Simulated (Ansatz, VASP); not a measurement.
One calculation of MgPb2N2, two programs

```
Mg Pb N
1.0
     3.39174    0.00000    0.00000
    -1.69587    2.93734    0.00000
     0.00000    0.00000    9.23496
Mg Pb N
1 2 2
Cartesian
  0.0000 0.0000 0.0000
  1.6959 0.9791 2.6463
  0.0000 1.9582 6.5887
  1.6959 0.9791 7.9589
  0.0000 1.9582 1.2761
```

The cell comes from a database or a generator and needn't be the stable form of this composition.

Alike in both runs: task single point; functional PBE; k mesh 6 × 6 × 2; occupations gaussian, width 0.1 eV; no spin polarisation.

|  | VASP | Ansatz |
| --- | --- | --- |
| version | VASP 6.6.1 | Ansatz 0.2.0 |
| potentials or method | VASP PAW PBE potentials, release 64 (Mg, Pb_d, N) | scalar-relativistic, plane waves, PAW |
| plane-wave cutoff (eV) | 520 | 420 |
| valence electrons in the cell | 40 | 48 |

|  | VASP | Ansatz | Ansatz less VASP |
| --- | --- | --- | --- |
| gap on the k mesh at the Fermi level (eV) | 0.61 | 0.63 | +0.010 |
| least direct gap on the mesh (eV) | 0.61 | 0.63 | +0.010 |
| pressure (GPa) | -0.3 | -0.1 | +0.15 |
| largest component of the traceless stress (GPa) | 0.07 | 0.06 | -0.017 |
| rms of the force components (eV/Å) | 0.014 | 0.026 | +0.0118 |

Atom by atom the forces differ by 0.013 eV/Å (rms over components). The two sets of potentials don't hold the same shells in valence.

Caveats: spin-orbit coupling is left out, which as a rule narrows the gap of such compounds by several tenths of an eV. A k mesh can miss the band edges. Expect the measured gap to be larger: semilocal functionals such as PBE lack the derivative discontinuity.
